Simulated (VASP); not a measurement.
# GeRh with PBEsol: from relaxation to properties, part 3 of 5

Aim: relax GeRh, then compute properties on the relaxed cell. The start is a computed cell from the Materials Project.

VASP 6.6.1; PBEsol; plane waves and PAW (Ge_d, Rh_pv).

So far. Step 3 (Second relaxation): It ends with a largest force of 0.008 eV/Å and a pressure of -0.10 GPa. The volume moved by under 0.01 %: the run met its threshold at the first step. Step 4 (Density, ELF and potential (PBEsol)): In this run the pressure is -0.10 GPa, small enough to go on; single stress components reach 0.10 GPa. The relaxed cell has a = 4.838 Å (conventional setting).

### Step 5. Band structure (PBEsol)

Levels along the symmetry lines show where the bands peak and cross; KPOINTS_OPT computes them in the converged potential.

Contents of INCAR:

```
SYSTEM = GeRh
PREC = Accurate
ENCUT = 410
EDIFF = 1E-06
NELM = 100
ISMEAR = 0
SIGMA = 0.05
LREAL = .FALSE.
ALGO = Normal
GGA = PS
NBANDS = 83
LASPH = .TRUE.
LORBIT = 11
LWAVE = .FALSE.
LCHARG = .FALSE.
KPAR = 4
```

Contents of POSCAR:

```
GeRh
1.0
    4.8378848563      0.0000000000      0.0000000000
    0.0000000000      4.8378848563      0.0000000000
    0.0000000000      0.0000000000      4.8378848563
Ge Rh
4 4
Direct
    0.1612964374      0.3387035626      0.6612964374
    0.3387035626      0.6612964374      0.1612964374
    0.6612964374      0.1612964374      0.3387035626
    0.8387035626      0.8387035626      0.8387035626
    0.8674006621      0.6325993379      0.3674006621
    0.6325993379      0.3674006621      0.8674006621
    0.3674006621      0.8674006621      0.6325993379
    0.1325993379      0.1325993379      0.1325993379
```

Contents of KPOINTS:

```
Automatic mesh
0
Gamma
5 5 5
0 0 0
```

Contents of KPOINTS_OPT:

```
Line mode
12
Line-mode
Reciprocal
  0.00000000   0.00000000   0.00000000 GAMMA
  0.00000000   0.50000000   0.00000000 X

  0.00000000   0.50000000   0.00000000 X
  0.50000000   0.50000000   0.00000000 M

  0.50000000   0.50000000   0.00000000 M
  0.00000000   0.00000000   0.00000000 GAMMA

  0.00000000   0.00000000   0.00000000 GAMMA
  0.50000000   0.50000000   0.50000000 R

  0.50000000   0.50000000   0.50000000 R
  0.00000000   0.50000000   0.00000000 X

  0.50000000   0.50000000   0.00000000 M
  0.50000000   0.50000000   0.50000000 R
```

Potentials, in the order of the species: Ge_d and Rh_pv (PBE family, release 64).

Launch:

```console
> mpirun -np 4 vasp_std
```

Log:

```text
[... set-up lines as in an earlier step ...]
 entering main loop
       N       E                     dE             d eps       ncg     rms          rms(c)
DAV:   1     0.148685691719E+04    0.14869E+04   -0.44467E+04  2614   0.326E+03
DAV:   2     0.185052180129E+03   -0.13018E+04   -0.12223E+04  1826   0.853E+02
DAV:   3    -0.449697190993E+02   -0.23002E+03   -0.21924E+03  1895   0.219E+02
DAV:   4    -0.581316212711E+02   -0.13162E+02   -0.13010E+02  2084   0.588E+01
DAV:   5    -0.584480033980E+02   -0.31638E+00   -0.31622E+00  2084   0.995E+00    0.227E+01
DAV:   6    -0.571135384370E+02    0.13345E+01   -0.44695E+00  2009   0.118E+01    0.799E+00
DAV:   7    -0.568109758246E+02    0.30256E+00   -0.70395E-01  2313   0.720E+00    0.606E+00
DAV:   8    -0.567131390673E+02    0.97837E-01   -0.29146E-01  2100   0.264E+00    0.579E-01
DAV:   9    -0.567106922407E+02    0.24468E-02   -0.20818E-02  2369   0.120E+00    0.292E-01
DAV:  10    -0.567104468409E+02    0.24540E-03   -0.16816E-03  2076   0.264E-01    0.813E-02
DAV:  11    -0.567104353968E+02    0.11444E-04   -0.16350E-04  1988   0.830E-02    0.310E-02
DAV:  12    -0.567104416916E+02   -0.62948E-05   -0.18130E-05  2164   0.262E-02    0.664E-03
DAV:  13    -0.567104403493E+02    0.13423E-05   -0.20543E-06  1196   0.119E-02    0.229E-03
DAV:  14    -0.567104404104E+02   -0.61129E-07   -0.64789E-07  1105   0.453E-03
   1 F= -.56710440E+02 E0= -.56709574E+02  d E =-.173354E-02
 Start KPOINTS_OPT (optional k-point list driver)
k-point batch [1-11\72]
       N       E                     dE             ncg
DAV:   1     0.480785892198E+04   -0.48847E+04     2627
DAV:   2    -0.930163172510E+04   -0.14109E+05     1826
DAV:   3    -0.117921197271E+05   -0.24905E+04     1941
DAV:   4    -0.119290857005E+05   -0.13697E+03     2012
DAV:   5    -0.119324764544E+05   -0.33908E+01     2100
DAV:   6    -0.119326049967E+05   -0.12854E+00     2441
DAV:   7    -0.119326082756E+05   -0.32790E-02     2209
DAV:   8    -0.119326083924E+05   -0.11675E-03     2497
DAV:   9    -0.119326083942E+05   -0.17991E-05     1340
DAV:  10    -0.119326083942E+05   -0.66366E-07     1161
[...]
k-point batch [67-72\72]
       N       E                     dE             ncg
DAV:   1     0.174829468695E+05   -0.16732E+05     1447
DAV:   2     0.969174639667E+04   -0.77912E+04      996
DAV:   3     0.834915253734E+04   -0.13426E+04     1010
DAV:   4     0.827191789085E+04   -0.77235E+02     1152
DAV:   5     0.826996819691E+04   -0.19497E+01     1146
DAV:   6     0.826989759820E+04   -0.70599E-01     1322
DAV:   7     0.826989578334E+04   -0.18149E-02     1228
DAV:   8     0.826989573346E+04   -0.49877E-04     1351
DAV:   9     0.826989573279E+04   -0.66463E-06      750
```

Wall time 89 s (4 MPI ranks of AMD EPYC 7R43, shared host); peak memory 0.86 GiB.

OUTCAR, selected parts (step 5):

```text
   k-points           NKPTS =     11   k-points in BZ     NKDIM =     11   number of bands    NBANDS=     83

   NELECT =     116.0000    total number of electrons

 E-fermi :  10.7060

 k-point     1 :       0.0000    0.0000    0.0000
  band No.  band energies     occupation
    ...
     55       9.5703      2.00000
     56       9.5703      2.00000
     57      10.5477      1.99999
     58      10.5477      1.99999
     59      10.5477      1.99999
     60      12.6225      0.00000
     61      12.6225      0.00000
     62      12.6225      0.00000
     63      14.1808      0.00000
     64      14.1808      0.00000
    ...

  Total       -0.0744358     -0.0744358     -0.0744358      0.0000000      0.0000000      0.0000000
  in kB       -1.0532363     -1.0532363     -1.0532363      0.0000000      0.0000000      0.0000000
  external PRESSURE =      -1.0532363 kB  Pullay stress =       0.0000000 kB

 POSITION                                       TOTAL-FORCE (eV/Angst)
 -----------------------------------------------------------------------------------
      0.78033      1.63861      3.19928        -0.004560      0.004560     -0.004560
      1.63861      3.19928      0.78033         0.004560     -0.004560     -0.004560
      3.19928      0.78033      1.63861        -0.004560     -0.004560      0.004560
      4.05755      4.05755      4.05755         0.004560      0.004560      0.004560
      4.19638      3.06044      1.77744         0.002793     -0.002793      0.002793
      3.06044      1.77744      4.19638        -0.002793      0.002793      0.002793
      1.77744      4.19638      3.06044         0.002793      0.002793     -0.002793
      0.64150      0.64150      0.64150        -0.002793     -0.002793     -0.002793
 -----------------------------------------------------------------------------------
    total drift:                               -0.000001      0.000000      0.000000

  FREE ENERGIE OF THE ION-ELECTRON SYSTEM (eV)
  ---------------------------------------------------
  free  energy   TOTEN  =       -56.7104404104 eV

  energy  without entropy=      -56.7087068734  energy(sigma->0) =      -56.70957364

[... 9 parts as in an earlier step ...]

[... 7 further parts left out ...]
```

Spin-orbit coupling is off here; it would split degenerate levels.

This step gave:

- SCF cycles: 14
- bands: 83
- pressure: -0.1053 GPa

The electronic bands at the labelled points (eV, zero at the Fermi level; # counts the bands kept in this run, so #1 is VASP's band 35):

```
          point    #21    #22    #23    #24    #25    #26   #27   #28
              Γ  -1.14  -1.14  -0.16  -0.16  -0.16   1.92  1.92  1.92
0.45 of the way  -1.18  -0.83  -0.45  -0.33   0.84   1.44  1.73  2.09
              X  -0.94  -0.94  -0.67  -0.67   1.17   1.17  1.52  1.52
0.55 of the way  -1.26  -1.26  -0.41  -0.41   1.10   1.10  2.11  2.11
              M  -1.56  -1.56   0.14   0.14   0.27   0.27  1.94  1.94
0.45 of the way  -1.35  -0.95  -0.72  -0.23   0.75   1.12  2.04  2.31
              Γ  -1.14  -1.14  -0.16  -0.16  -0.16   1.92  1.92  1.92
0.45 of the way  -1.48  -0.99  -0.71  -0.14   0.54   1.31  1.34  2.44
              R  -1.65  -1.65  -0.35  -0.35  -0.35  -0.35  3.54  3.54
0.55 of the way  -1.34  -1.34  -0.51  -0.51   0.88   0.88  1.71  1.71
              X  -0.94  -0.94  -0.67  -0.67   1.17   1.17  1.52  1.52
      jump to M  -1.56  -1.56   0.14   0.14   0.27   0.27  1.94  1.94
0.45 of the way  -1.63  -1.63  -0.30  -0.30   0.24   0.24  2.16  2.16
              R  -1.65  -1.65  -0.35  -0.35  -0.35  -0.35  3.54  3.54
```

Of the projections kept (Ge, Rh), the largest for each band there, as a share of the weight inside these atoms' spheres; weight between the spheres isn't counted:

```
point      #21      #22      #23      #24      #25      #26      #27      #28
    Γ  Rh 0.86  Rh 0.86  Rh 0.89  Rh 0.89  Rh 0.89  Rh 0.56  Rh 0.56  Rh 0.56
    X  Rh 0.90  Rh 0.90  Rh 0.92  Rh 0.92  Rh 0.68  Rh 0.68  Rh 0.77  Rh 0.77
    M  Rh 0.94  Rh 0.94  Rh 0.81  Rh 0.81  Rh 0.75  Rh 0.75  Rh 0.71  Rh 0.71
    Γ  Rh 0.86  Rh 0.86  Rh 0.89  Rh 0.89  Rh 0.89  Rh 0.56  Rh 0.56  Rh 0.56
    R  Rh 0.95  Rh 0.95  Rh 0.92  Rh 0.92  Rh 0.91  Rh 0.92  Ge 0.77  Ge 0.77
    X  Rh 0.90  Rh 0.90  Rh 0.92  Rh 0.92  Rh 0.68  Rh 0.68  Rh 0.77  Rh 0.77
```

There is no gap at this level.

### Step 6. Density of states (PBEsol)

A density of states needs more k-points than a total energy, and tetrahedra (ISMEAR = -5) or a smearing that fits the mesh; LORBIT projects the states on the PAW spheres. The mesh is finer than in the run before.

INCAR, as its differences from that of step 5:

```diff
@@ -5,3 +5,3 @@
 NELM = 100
-ISMEAR = 0
+ISMEAR = -5
 SIGMA = 0.05
@@ -16 +16,2 @@
 KPAR = 4
+NEDOS = 2001
```

POSCAR is that of step 5.

Contents of KPOINTS:

```
Automatic mesh
0
Gamma
7 7 7
0 0 0
```

Launch:

```console
> mpirun -np 4 vasp_std
```

Log:

```text
[... set-up lines as in an earlier step ...]
 entering main loop
       N       E                     dE             d eps       ncg     rms          rms(c)
DAV:   1     0.146743835569E+04    0.14674E+04   -0.44936E+04  5682   0.327E+03
DAV:   2     0.184350795125E+03   -0.12831E+04   -0.12034E+04  3984   0.843E+02
DAV:   3    -0.452341234874E+02   -0.22958E+03   -0.21943E+03  4155   0.218E+02
DAV:   4    -0.581372657810E+02   -0.12903E+02   -0.12767E+02  4562   0.585E+01
DAV:   5    -0.584454218593E+02   -0.30816E+00   -0.30798E+00  4480   0.991E+00    0.227E+01
DAV:   6    -0.571167552946E+02    0.13287E+01   -0.45031E+00  4365   0.119E+01    0.797E+00
DAV:   7    -0.568078131114E+02    0.30894E+00   -0.70836E-01  5045   0.721E+00    0.607E+00
DAV:   8    -0.567106409646E+02    0.97172E-01   -0.29217E-01  4592   0.265E+00    0.577E-01
DAV:   9    -0.567083827447E+02    0.22582E-02   -0.21077E-02  5213   0.121E+00    0.294E-01
DAV:  10    -0.567081473313E+02    0.23541E-03   -0.16773E-03  4512   0.263E-01    0.814E-02
DAV:  11    -0.567081672649E+02   -0.19934E-04   -0.16451E-04  4429   0.818E-02    0.310E-02
DAV:  12    -0.567081656115E+02    0.16534E-05   -0.18869E-05  4640   0.264E-02    0.670E-03
DAV:  13    -0.567081657832E+02   -0.17169E-06   -0.22946E-06  2784   0.122E-02
   1 F= -.56708166E+02 E0= -.56708166E+02  d E =0.000000E+00
 -----------------------------------------------------------------------------
|                                                                             |
|           W    W    AA    RRRRR   N    N  II  N    N   GGGG   !!!           |
|           W    W   A  A   R    R  NN   N  II  NN   N  G    G  !!!           |
|           W    W  A    A  R    R  N N  N  II  N N  N  G       !!!           |
|           W WW W  AAAAAA  RRRRR   N  N N  II  N  N N  G  GGG   !            |
|           WW  WW  A    A  R   R   N   NN  II  N   NN  G    G                |
|           W    W  A    A  R    R  N    N  II  N    N   GGGG   !!!           |
|                                                                             |
|     Tetrahedron method does not include variations of the Fermi             |
|     occupations, so forces and stress will be inaccurate. We suggest        |
|     using a different smearing scheme ISMEAR = 1 or 2 for metals in         |
|     relaxations.                                                            |
|                                                                             |
 -----------------------------------------------------------------------------
```

The job ended after 36 s (4 MPI ranks; peak memory 0.89 GiB).

Parts of OUTCAR (step 6):

```text
   k-points           NKPTS =     24   k-points in BZ     NKDIM =     24   number of bands    NBANDS=     83

   NELECT =     116.0000    total number of electrons

 E-fermi :  10.6854

 k-point     1 :       0.0000    0.0000    0.0000
  band No.  band energies     occupation
    ...
     54       9.5696      2.00000
     55       9.5696      2.00000
     56       9.5696      2.00000
     57      10.5460      2.00000
     58      10.5460      2.01243
     59      10.5460      0.30131
     60      12.6213      0.00000
     61      12.6213      0.00000
     62      12.6213      0.00000
     63      14.1801      0.00000
    ...

  Total       -0.0958808     -0.0958808     -0.0958808      0.0000000      0.0000000      0.0000000
  in kB       -1.3566745     -1.3566745     -1.3566745      0.0000000      0.0000000      0.0000000
  external PRESSURE =      -1.3566745 kB  Pullay stress =       0.0000000 kB

 POSITION                                       TOTAL-FORCE (eV/Angst)
 -----------------------------------------------------------------------------------
      0.78033      1.63861      3.19928        -0.001869      0.001869     -0.001869
      1.63861      3.19928      0.78033         0.001869     -0.001869     -0.001869
      3.19928      0.78033      1.63861        -0.001869     -0.001869      0.001869
      4.05755      4.05755      4.05755         0.001869      0.001869      0.001869
      4.19638      3.06044      1.77744         0.001870     -0.001870      0.001870
      3.06044      1.77744      4.19638        -0.001870      0.001870      0.001870
      1.77744      4.19638      3.06044         0.001870      0.001870     -0.001870
      0.64150      0.64150      0.64150        -0.001870     -0.001870     -0.001870
 -----------------------------------------------------------------------------------
    total drift:                               -0.000001      0.000000      0.000000

  FREE ENERGIE OF THE ION-ELECTRON SYSTEM (eV)
  ---------------------------------------------------
  free  energy   TOTEN  =       -56.7081657832 eV

  energy  without entropy=      -56.7081657832  energy(sigma->0) =      -56.70816578

[... 7 parts as in an earlier step ...]

[... 9 further parts left out ...]
```

With tetrahedra the forces and stress of a metal are not exact derivatives of the energy.

Numbers from this step:

```
SCF cycles                                           : 13
irreducible k-points                                 : 24
free energy (TOTEN)                                  : -56.7082 eV
Fermi energy                                         : 10.69 eV
pressure                                             : -0.1357 GPa
DOS at the Fermi level, one point of the energy grid : 0.7035 states/eV/cell
```

The density of states has structure finer than the step of the table below, so its rows give means over 0.5 eV, whole bins alone (the curve runs from -12.0 to 3.73 eV). Peaks (eV: height): total -4.86: 11.6, -3.94: 16.0, -3.59: 12.9, -2.60: 13.6; Rh d -3.94: 10.5, -3.59: 8.81, -2.60: 8.88, -1.83: 9.54; Ge p -6.20: 1.54, -5.28: 1.60, -4.86: 2.17, -4.58: 2.00; Ge s -10.56: 1.68, -9.30: 2.54, -8.45: 2.15, 2.04: 0.602; Rh p -4.58: 0.357, -2.89: 0.335, -2.60: 0.510, -2.32: 0.344.

States under -12.0 eV and over 3.7 eV are left out. The density of states by energy, zero at the Fermi level; means over each step; values in states/eV/cell:

```
energy (eV)   total     Rh d     Ge p    Ge s    Rh p     Ge d     Rh s
      -11.5    1.20   0.0242   0.0287   0.579  0.0322  0.00164    0.113
      -11.0    1.58   0.0592   0.0447   0.780  0.0563  0.00373    0.102
      -10.5    2.70    0.152   0.0757    1.37   0.115  0.00914   0.0951
      -10.0   0.814   0.0694   0.0261   0.413  0.0345  0.00271   0.0149
       -9.5    2.73    0.325    0.119    1.29  0.0801   0.0137    0.116
       -9.0    3.25    0.510    0.116    1.57  0.0866   0.0194   0.0876
       -8.5    2.13    0.381   0.0385   0.975  0.0412   0.0153   0.0406
       -8.0       0        0        0       0       0        0        0
       -7.5       0        0        0       0       0        0        0
       -7.0  0.0163  0.00269  0.00405  2.7e-4  3.9e-4   5.8e-5  0.00268
       -6.5    2.59    0.642    0.619  0.0539  0.0529   0.0126    0.305
       -6.0    4.51     1.47     1.01   0.118  0.0858   0.0316    0.376
       -5.5    2.72    0.997    0.581  0.0518  0.0802   0.0286    0.200
       -5.0    6.20     2.78     1.22  0.0817   0.180   0.0718    0.285
       -4.5    7.46     4.14     1.20  0.0838   0.215   0.0846    0.106
       -4.0    9.24     6.06    0.834  0.0880   0.200    0.149   0.0930
       -3.5    10.7     7.23    0.913  0.0649   0.252    0.180   0.0945
       -3.0    7.51     4.86    0.656  0.0646   0.250    0.152   0.0917
       -2.5    8.76     6.05    0.638  0.0576   0.281    0.169   0.0738
       -2.0    9.38     7.69    0.334  0.0575   0.135    0.186   0.0215
       -1.5    7.33     6.14    0.232  0.0630   0.109    0.147   0.0233
       -1.0    3.69     2.91    0.174  0.0646  0.0962   0.0728   0.0130
       -0.5    6.22     4.97    0.314   0.123   0.127   0.0548   0.0472
        0.0    2.08     1.54    0.148  0.0677  0.0543   0.0183   0.0241
        0.5    3.35     2.11    0.323   0.350  0.0733   0.0322   0.0528
        1.0    3.13     1.67    0.397   0.400  0.0910   0.0422   0.0612
        1.5    2.91     1.47    0.455   0.310  0.0843   0.0515   0.0594
        2.0    4.62     1.97    0.882   0.476   0.160   0.0932    0.181
        2.5    2.28    0.848    0.512   0.231  0.0853   0.0477   0.0937
        3.0    3.43     1.18    0.838   0.262   0.135   0.0859    0.203
```

The finer mesh and the other smearing move the Fermi level by -0.02 eV from the 5×5×5 run, a small shift, which tests the Fermi level alone. Of the states within 0.3 eV of the Fermi level, the largest shares in the PAW spheres are Rh d 75 % and Ge p 7 %. The rest lies in smaller channels or between the spheres.

[end of part 3 of 5]

[Lines on the potential files, build, host, timing and source positions are cut from VASP's logs without a mark.]

[Logs are printed without paths, hosts, clocks, repeated set-up lines and the standing remarks that a program may print on its own settings, such as how far it seeks lower states.]

[Hosts, paths, dates, database ids (printed as entryN), source tags and the programs' standing remarks are cut or masked in the printed files.]

[A measured line is paired with the nearest computed mode of its activity, which favours agreement.]

[In band tables of VASP the shares of atoms and orbitals are scaled to a sum of 1 inside the atoms' spheres.]
